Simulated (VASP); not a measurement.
Input:

Rb is modelled in the cubic space group Im-3m (No. 229), the bcc (W type) structure, Pearson symbol cI2. Lattice parameters: a = 5.748 Å, b = 5.748 Å, c = 5.748 Å, α = 90.00°, β = 90.00°, γ = 90.00°. Rb on 2a is coordinated by 8 Rb at 4.978 Å and 6 Rb at 5.748 Å. (Neighbours: up to the widest gap in distance over summed covalent radii, below 1.35, at either atom.)
(The calculation used a cell of 1 atom; values per cell refer to that cell.)

All values below come from r2SCAN meta-GGA, VASP's PBE PAW potentials (set 64) (plane waves; VASP). Run with 480 eV cut-off, 8×8×8 Γ-centred mesh, first-order Methfessel-Paxton smearing of 0.10 eV, potentials Rb_sv.

Each relaxation starts from this cell; other phases were not tried.

### Question
The cell is relaxed at 10 GPa. What happens?

### Answer
The volume per atom goes from 94.93 to 39.78 Å³ (-58.1 %), and the cell becomes a = b = c = 4.3011 Å, α = β = γ = 90.00°, space group Im-3m.

Failed runs are left out, and for metals the shear rows, which the mesh's noise covers.

The compound is Rb in the bcc structure.
